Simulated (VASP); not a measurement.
# Be3Se2S (P3m1) in VASP: density of states with PBE

Aim: the density of states of Be3Se2S with PBE.

Everything below comes from runs of VASP 6.6.1. Logs are shortened: lines on timing, memory, paths and dates and some standing lists are left out, and cuts for length are marked.

## 1. The crystal as given

It takes space group P3m1 (No. 156, trigonal). The conventional cell has a = 3.594 Å, b = 3.594 Å, c = 8.801 Å, α = 90.00°, β = 90.00°, γ = 120.00°. Around Be (site symmetry 3m) lie 3 S at 2.17 Å and 1 Se at 2.25 Å. Around Be (site symmetry 3m) lie 1 S at 2.11 Å and 3 Se at 2.22 Å. Be (site symmetry 3m) is surrounded by 4 Se at 2.21 to 2.24 Å. Se (site symmetry 3m) has 4 Be at 2.21 to 2.25 Å as nearest neighbours. Se (site symmetry 3m) has 4 Be at 2.22 to 2.24 Å as nearest neighbours. Around S (site symmetry 3m) lie 4 Be at 2.11 to 2.17 Å.

The cell was built by a generator and needn't be a form met in nature.

## 2. Density of states, PBE

Contents of POSCAR:

```
Be3Se2S                                 
1.0
    3.5939136010      0.0000000000      0.0000000000
   -1.7969568005      3.1124204816      0.0000000000
    0.0000000000      0.0000000000      8.8009609202
  Be              Se              S             
     3     2     1
Direct
     0.6666666699999979    0.3333333300000021    0.9265835860342833
     0.3333333300000021    0.6666666699999979    0.2397750905835778
     0.0000000000000000    0.0000000000000000    0.5832438476334048
     0.6666666699999979    0.3333333300000021    0.6711270701693692
     0.0000000000000000    0.0000000000000000    0.3289525152269377
     0.3333333300000021    0.6666666699999979    0.0002894603524197
```

Contents of INCAR.step1:

```
PREC     = Accurate       # precision mode
ENCUT    = 520            # plane-wave cutoff, eV
EDIFF    = 1E-6           # SCF threshold, eV
ISMEAR   = 0              # smearing method
SIGMA    = 0.03           # smearing width, eV
LREAL    = False          # projectors in reciprocal space
LASPH    = True           # aspherical terms in the spheres
NELM     = 100            # most SCF steps
ALGO     = Fast           # electronic algorithm
ISIF     = 2              # what is computed and relaxed
LWAVE    = False          # write WAVECAR
LCHARG   = True           # write CHGCAR
GGA      = PE             # functional
KPAR     = 2
```

Contents of KPOINTS.step1:

```
Automatic mesh
0
Gamma
  8 8 4
```

Contents of INCAR.step2:

```
PREC     = Accurate       # precision mode
ENCUT    = 520            # plane-wave cutoff, eV
EDIFF    = 1E-6           # SCF threshold, eV
ISMEAR   = -5             # smearing method
SIGMA    = 0.03           # smearing width, eV
LREAL    = False          # projectors in reciprocal space
LASPH    = True           # aspherical terms in the spheres
NELM     = 100            # most SCF steps
ALGO     = Fast           # electronic algorithm
ISIF     = 2              # what is computed and relaxed
LWAVE    = False          # write WAVECAR
LCHARG   = False          # write CHGCAR
GGA      = PE             # functional
LORBIT   = 11             # projections on sites
KPAR     = 2            
NEDOS    = 2001           # points of the DOS
ICHARG   = 11             # starting density
```

Contents of KPOINTS.step2:

```
Automatic mesh
0
Gamma
  12 12 6
```

Potentials or basis: VASP PAW PBE potentials, release 64 (Be, Se, S).

On the command line:

```console
$ cat potpaw_PBE.64/Be/POTCAR potpaw_PBE.64/Se/POTCAR potpaw_PBE.64/S/POTCAR > POTCAR
$ cp INCAR.step1 INCAR
$ cp KPOINTS.step1 KPOINTS
$ mpirun -np 2 vasp_std > vasp.out
$ cp INCAR.step2 INCAR
$ cp KPOINTS.step2 KPOINTS
$ mpirun -np 2 vasp_std > vasp.out
```

OUTCAR:

```text
PREC = Accurate
   ENCUT = 520
   EDIFF = 1E-6
   ISMEAR = -5
   LREAL = False
   LASPH = True
   NELM = 100
   ISIF = 2
   GGA = PE
   LORBIT = 11
   ICHARG = 11

 ion  position               nearest neighbor table
   1  0.667  0.333  0.927-   6 2.17   6 2.17   6 2.17   4 2.25
   2  0.333  0.667  0.240-   6 2.11   5 2.22   5 2.22   5 2.22
   3  0.000  0.000  0.583-   4 2.21   4 2.21   4 2.21   5 2.24
   4  0.667  0.333  0.671-   3 2.21   3 2.21   3 2.21   1 2.25
   5  0.000  0.000  0.329-   2 2.22   2 2.22   2 2.22   3 2.24
   6  0.333  0.667  0.000-   2 2.11   1 2.17   1 2.17   1 2.17

  LATTYP: Found a hexagonal cell.
 ALAT       =     3.5939136010
 C/A-ratio  =     2.4488515577

  Lattice vectors:

 A1 = (   3.5939136010,   0.0000000000,   0.0000000000)
 A2 = (  -1.7969568005,   3.1124204816,   0.0000000000)
 A3 = (   0.0000000000,   0.0000000000,   8.8009609202)

Analysis of symmetry for initial positions (statically):
=====================================================================
 Subroutine PRICEL returns:
 Original cell was already a primitive cell.

 Routine SETGRP: Setting up the symmetry group for a
 hexagonal supercell.

 Subroutine GETGRP returns: Found  6 space group operations
 (whereof  6 operations were pure point group operations)
 out of a pool of 24 trial point group operations.

The static configuration has the point symmetry C_3v.

Analysis of symmetry for dynamics (positions and initial velocities):
=====================================================================
 Subroutine PRICEL returns:
 Original cell was already a primitive cell.

 Routine SETGRP: Setting up the symmetry group for a
 hexagonal supercell.

 Subroutine GETGRP returns: Found  6 space group operations
 (whereof  6 operations were pure point group operations)
 out of a pool of 24 trial point group operations.

The dynamic configuration has the point symmetry C_3v.

 Subroutine INISYM returns: Found  6 space group operations
 (whereof  6 operations are pure point group operations),
 and found     1 'primitive' translations

----------------------------------------------------------------------------------------

                                     Primitive cell

  volume of cell :      98.4455

  direct lattice vectors                    reciprocal lattice vectors
     3.593913601  0.000000000  0.000000000     0.278248203  0.160646674  0.000000000
    -1.796956801  3.112420482  0.000000000     0.000000000  0.321293349  0.000000000
     0.000000000  0.000000000  8.800960920     0.000000000  0.000000000  0.113623956

  length of vectors
     3.593913601  3.593913605  8.800960920     0.321293349  0.321293349  0.113623956

  position of ions in fractional coordinates (direct lattice)
     0.666666670  0.333333330  0.926583586
     0.333333330  0.666666670  0.239775091
     0.000000000  0.000000000  0.583243848
     0.666666670  0.333333330  0.671127070
     0.000000000  0.000000000  0.328952515
     0.333333330  0.666666670  0.000289460

  ion indices of the primitive-cell ions
   primitive index   ion index
                 1           1
                 2           2
                 3           3
                 4           4
                 5           5
                 6           6

----------------------------------------------------------------------------------------

 KPOINTS: Automatic mesh

Automatic generation of k-mesh.
 Grid dimensions read from file:
 generate k-points for:   12   12    6

 Generating k-lattice:

  Cartesian coordinates                     Fractional coordinates (reciprocal lattice)
     0.023187350  0.013387223  0.000000000     0.083333333 -0.000000000  0.000000000
     0.000000000  0.026774446  0.000000000     0.000000000  0.083333333  0.000000000
     0.000000000  0.000000000  0.018937326     0.000000000  0.000000000  0.166666667

  Length of vectors
     0.026774446  0.026774446  0.018937326

  Shift w.r.t. Gamma in fractional coordinates (k-lattice)
     0.000000000  0.000000000  0.000000000

 TETIRR: Found   1229 inequivalent tetrahedra from     5184

 Subroutine IBZKPT returns following result:
 ===========================================

 Found    100 irreducible k-points:

 Following reciprocal coordinates:
            Coordinates               Weight
  0.000000  0.000000  0.000000      1.000000
  0.083333 -0.000000  0.000000      6.000000
  0.166667  0.000000  0.000000      6.000000
  0.250000 -0.000000  0.000000      6.000000
  0.333333 -0.000000  0.000000      6.000000
  0.416667  0.000000  0.000000      6.000000
[... 16 lines left out ...]
  0.166667  0.000000  0.166667      6.000000
  0.000000  0.166667  0.166667      6.000000
 [... further k-points ...]
   k-points           NKPTS =    100   k-points in BZ     NKDIM =    100   number of bands    NBANDS=     16
   number of dos      NEDOS =   2001   number of ions     NIONS =      6
   total plane-waves  NPLWV =  54880
   dimension x,y,z NGX =    28 NGY =   28 NGZ =   70
   dimension x,y,z NGXF=    56 NGYF=   56 NGZF=  140
   ions per type =               3   2   1
   NGX,Y,Z   is equivalent  to a cutoff of  12.95, 12.95, 13.22 a.u.
   NGXF,Y,Z  is equivalent  to a cutoff of  25.90, 25.90, 26.45 a.u.
 SYSTEM =  unknown system
   PREC   = accura    normal or accurate (medium, high low for compatibility)
   ISTART =      0    job   : 0-new  1-cont  2-samecut
   ICHARG =     11    charge: 1-file 2-atom 10-const
   ISPIN  =      1    spin polarized calculation?
   LNONCOLLINEAR =      F non collinear calculations
   LSORBIT =      F    spin-orbit coupling
   LASPH  =      T    aspherical Exc in radial PAW
   ENCUT  =  520.0 eV  38.22 Ry    6.18 a.u.   6.68  6.68 16.36*2*pi/ulx,y,z
   NELM   =    100;   NELMIN=  2; NELMDL=  0     # of ELM steps
   EDIFF  = 0.1E-05   stopping-criterion for ELM
   LREAL  =      F    real-space projection
   EDIFFG = 0.1E-04   stopping-criterion for IOM
   NSW    =      0    number of steps for IOM
   IBRION =     -1    ionic relax: 0-MD 1-quasi-New 2-CG
   NFREE  =      0    steps in history (QN), initial steepest desc. (CG)
   ISIF   =      2    stress and relaxation
   ISYM   =      2    0-nonsym 1-usesym 2-fastsym
   POTIM  = 0.5000    time-step for ionic-motion
   TEBEG  =    0.0;   TEEND  =   0.0 temperature during run
   PSTRESS=    0.0 pullay stress
   NELECT =      24.0000    total number of electrons
   NUPDOWN=      -1.0000    fix difference up-down
   EMIN   =  10.00;   EMAX   =-10.00  energy-range for DOS
   EFERMI =   0.00;   METHOD = LEGACY
   ISMEAR =    -5;   SIGMA  =   0.03  broadening in eV -4-tet -1-fermi 0-gaus
   EFERMI_NEDOS =   21; number of points for ismear=-14 and -15
   IALGO  =     68    algorithm
   IMIX   =      4    mixing-type and parameters
     AMIX     =   0.40;   BMIX     =  1.00
     AMIX_MAG =   1.60;   BMIX_MAG =  1.00
  volume/ion in A,a.u.               =      16.41       110.72
  Fermi-wavevector in a.u.,A,eV,Ry     =   1.022696  1.932615 14.230432  1.045907
  Thomas-Fermi vector in A             =   2.156389
   LORBIT       =     11    0 simple, 1 ext, 2 COOP (PROOUT), +10 PAW based schemes
   GGA     = PE    functional components
   LHFCALC =     F    Hartree Fock is set to
   AEXX    =    0.0000 exact exchange contribution
   IVDW    =     0    specifies the selected vdW correction
   LEPSILON=     F    determine dielectric tensor
   LRPA    =     F    only Hartree local field effects (RPA)
 non-spin polarized calculation
 RMM-DIIS sequential band-by-band and
 Fermi weights with tetrahedron method with Bloechl corrections
  energy-cutoff  :      520.00
  volume of cell :       98.45
 maximum number of plane-waves:      2686
 NGX is ok and might be reduce to    28

 number of electron      23.9999999 magnetization

 Free energy of the ion-electron system (eV)
  ---------------------------------------------------
  ext. energy  EPLUGINS =         0.00000000
  ---------------------------------------------------
  free energy    TOTEN  =       -27.63038386 eV

  energy without entropy =      -27.63038386  energy(sigma->0) =      -27.63038386

 E-fermi :   3.6143     XC(G=0):  -9.4438

 val. band max:        3.6142750506   @ k =   0.0000   0.0000   0.0000
 cond. band min:       6.2095743651   @ k =   0.5000  -0.0000   0.0000
 fundamental gap:      2.5952993145
 Fermi energy:         3.6142784285

 k-point     1 :       0.0000    0.0000    0.0000
  band No.  band energies     occupation
      1     -10.2242      2.00000
      2      -9.3075      2.00000
      3      -9.2540      2.00000
      4      -1.2038      2.00000
      5      -0.9697      2.00000
      6       2.0308      2.00000
[... 8 lines left out ...]
     15       8.4135      0.00000
     16       8.6066      0.00000

 k-point     2 :       0.0833   -0.0000    0.0000
  band No.  band energies     occupation
      1     -10.1618      2.00000
      2      -9.2570      2.00000
      3      -9.2067      2.00000
      4      -1.1578      2.00000
      5      -0.9282      2.00000
      6       1.6760      2.00000
[... 8 lines left out ...]
     15       8.6908      0.00000
     16       8.7543      0.00000

 k-point     3 :       0.1667    0.0000    0.0000
  band No.  band energies     occupation
      1      -9.9805      2.00000
      2      -9.1161      2.00000
      3      -9.0714      2.00000
      4      -1.0430      2.00000
      5      -0.8433      2.00000
      6       0.9046      2.00000
[... 8 lines left out ...]
     15       8.9232      0.00000
     16       8.9799      0.00000

 k-point     4 :       0.2500   -0.0000    0.0000
  band No.  band energies     occupation
      1      -9.6996      2.00000
      2      -8.9229      2.00000
      3      -8.8661      2.00000
      4      -0.9976      2.00000
      5      -0.8938      2.00000
      6       0.2810      2.00000
[... 8 lines left out ...]
     15       8.7759      0.00000
     16       9.2481      0.00000
[... 324 lines left out ...]
 k-point    22 :       0.0000    0.0833    0.1667
  band No.  band energies     occupation
      1     -10.1310      2.00000
      2      -9.4696      2.00000
      3      -9.0155      2.00000
      4      -1.6315      2.00000
      5      -0.3075      2.00000
      6       1.6962      2.00000
[... 8 lines left out ...]
     15       8.6791      0.00000
     16       8.9832      0.00000

 k-point    23 :       0.1667    0.0000    0.1667
  band No.  band energies     occupation
      1      -9.9521      2.00000
      2      -9.3130      2.00000
      3      -8.8954      2.00000
      4      -1.4524      2.00000
      5      -0.2924      2.00000
      6       0.8343      2.00000
[... 8 lines left out ...]
     15       8.7660      0.00000
     16       9.1773      0.00000

 k-point    24 :       0.0000    0.1667    0.1667
  band No.  band energies     occupation
      1      -9.9500      2.00000
      2      -9.3216      2.00000
      3      -8.8882      2.00000
      4      -1.4687      2.00000
      5      -0.3485      2.00000
      6       1.0224      2.00000
[... 8 lines left out ...]
     15       8.9930      0.00000
     16       9.3711      0.00000

 [... further k-points ...]

------------------------ aborting loop because EDIFF is reached ----------------------------------------

  FORCE on cell =-STRESS in cart. coord.  units (eV):
  Direction    XX          YY          ZZ          XY          YZ          ZX
  --------------------------------------------------------------------------------------
  -------------------------------------------------------------------------------------
  Total       -0.0047443     -0.0047443     -0.0064548      0.0000000     -0.0000000      0.0000000
  in kB       -0.0772131     -0.0772132     -0.1050497      0.0000000     -0.0000000      0.0000000
  external PRESSURE =      -0.0864920 kB  Pullay stress =       0.0000000 kB

 VOLUME and BASIS-vectors are now :
 -----------------------------------------------------------------------------
  energy-cutoff  :      520.00
  volume of cell :       98.45
      direct lattice vectors                 reciprocal lattice vectors
     3.593913601  0.000000000  0.000000000     0.278248203  0.160646674  0.000000000
    -1.796956801  3.112420482  0.000000000     0.000000000  0.321293349  0.000000000
     0.000000000  0.000000000  8.800960920     0.000000000  0.000000000  0.113623956

 POSITION                                       TOTAL-FORCE (eV/Angst)
 -----------------------------------------------------------------------------------
      1.79696      1.03747      8.15483         0.000000     -0.000000      0.002021
     -0.00000      2.07495      2.11025         0.000000     -0.000000     -0.004108
      0.00000      0.00000      5.13311         0.000000     -0.000000      0.000478
      1.79696      1.03747      5.90656         0.000000     -0.000000      0.001279
      0.00000      0.00000      2.89510         0.000000     -0.000000     -0.000885
     -0.00000      2.07495      0.00255        -0.000000      0.000000      0.001214
 -----------------------------------------------------------------------------------
    total drift:                                0.000065     -0.000037      0.000010

  FREE ENERGIE OF THE ION-ELECTRON SYSTEM (eV)
  ---------------------------------------------------
  free  energy   TOTEN  =       -27.6303838600 eV

  energy  without entropy=      -27.6303838600  energy(sigma->0) =      -27.63038386

 total charge

# of ion       s       p       d       tot
------------------------------------------
    1        0.362   0.563   0.000   0.924
    2        0.384   0.626   0.000   1.010
    3        0.382   0.616   0.000   0.998
    4        1.424   2.532   0.032   3.988
    5        1.424   2.532   0.032   3.987
    6        1.305   2.486   0.000   3.792
--------------------------------------------------
tot          5.280   9.354   0.064  14.699
```

Wall time 1.8 min (2 MPI ranks of Intel Xeon Platinum 8259CL at 2.50GHz (Skylake/Cascade Lake), shared host); peak memory 0.31 GiB.

Results:

| Item | Value |
| --- | --- |
| Valence electrons inside the program's atomic spheres | Be 0.92, 1.01, 1.00; Se 3.99; S 3.79 |

States per cell in windows of 1 eV (zero at the valence-band top; states under -8 eV left out):
```
from (eV)  total  S6_p  Se4_p  Se5_p  Be1_p  Be3_p  Be2_p
     -8.0   0.00  0.00   0.00   0.00   0.00   0.00   0.00
     -7.0   0.00  0.00   0.00   0.00   0.00   0.00   0.00
     -6.0   1.68  0.27   0.14   0.13   0.03   0.02   0.03
     -5.0   3.41  0.42   0.39   0.37   0.05   0.05   0.05
     -4.0   3.28  0.55   0.36   0.37   0.12   0.08   0.11
     -3.0   4.55  0.75   0.62   0.61   0.18   0.19   0.17
     -2.0   3.86  0.40   0.74   0.74   0.11   0.19   0.16
     -1.0   1.22  0.09   0.27   0.30   0.02   0.05   0.06
      0.0   0.00  0.00   0.00   0.00   0.00   0.00   0.00
      1.0   0.00  0.00   0.00   0.00   0.00   0.00   0.00
      2.0   0.08  0.00   0.00   0.00   0.01   0.00   0.00
      3.0   0.93  0.01   0.01   0.01   0.07   0.04   0.04
      4.0   3.44  0.05   0.04   0.03   0.22   0.19   0.16
      5.0   3.20  0.09   0.06   0.06   0.18   0.17   0.17
      6.0   0.32  0.02   0.01   0.01   0.02   0.01   0.01
      7.0   0.02  0.00   0.00   0.00   0.00   0.00   0.00
```
